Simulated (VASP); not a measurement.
An input for Quantum ESPRESSO's pw.x (written as the equivalent of a VASP run, and not itself run):

```
&CONTROL
  calculation = 'scf'
  pseudo_dir = './pseudo'
  outdir = './out'
  tprnfor = .true.
  tstress = .true.
/
&SYSTEM
  ibrav = 0
  nat = 6
  ntyp = 3
  ecutwfc = 84
  occupations = 'tetrahedra'
  input_dft = 'pbesol'
/
&ELECTRONS
  conv_thr = 7.3e-09
  electron_maxstep = 100
/
ATOMIC_SPECIES
  Al 26.982 Al.upf
  P 30.974 P.upf
  O 15.999 O.upf
CELL_PARAMETERS angstrom
    -2.5237333    2.5237333    3.7078896
     2.5237333   -2.5237333    3.7078896
     2.5237333    2.5237333   -3.7078896
ATOMIC_POSITIONS crystal
  Al   0.0000000  0.0000000  0.0000000
  P    0.7500000  0.2500000  0.5000000
  O    0.9628833  0.5986018  0.8260176
  O    0.4013982  0.2274158  0.3642816
  O    0.7725842  0.1368657  0.1739824
  O    0.8631343  0.0371167  0.6357184
K_POINTS automatic
  7 7 7 0 0 0
```

Task: Translate this input to VASP (INCAR, KPOINTS, POSCAR, choice of POTCAR).

Result: This is not unique; one that fits is 
KPOINTS:
```
K-points
0
G
7 7 7
```

File POSCAR:
```
AlPO4
1
   -2.5237333309     2.5237333316     3.7078896109
    2.5237333309    -2.5237333316     3.7078896109
    2.5237333316     2.5237333309    -3.7078896109
Al P O
1 1 4
Direct
  0.0000000000   0.0000000000   0.0000000000
  0.7500000000   0.2500000000   0.5000000000
  0.9628833386   0.5986017732   0.8260176113
  0.4013982268   0.2274158381   0.3642815655
  0.7725841619   0.1368657273   0.1739823887
  0.8631342727   0.0371166614   0.6357184345
```

**INCAR**
```
SYSTEM = AlPO4
PREC = Accurate
ENCUT = 520
EDIFF = 1E-7
NELM = 100
ALGO = Normal
LREAL = .FALSE.
LASPH = .TRUE.
ISMEAR = -5
GGA = PS
LWAVE = .FALSE.
LCHARG = .TRUE.
LORBIT = 11
NEDOS = 601
ISIF = 2
LEFG = .TRUE.
```

POTCAR, in this order: Al P O (PBE.64 set). Program: vasp_std.

What does not carry over: the potentials are each code's own (VASP's PAW set, PseudoDojo norm-conserving files in pw.x), so ENCUT and ecutwfc are chosen apart and not converted; conv_thr bounds pw.x's estimated SCF error, while EDIFF bounds the energy change between steps; the field gradients of LEFG aren't asked of the other code.

The structure comes from a computed database's AlPO4 entry (I-4); how it stands against other phases isn't given here. It was relaxed first.
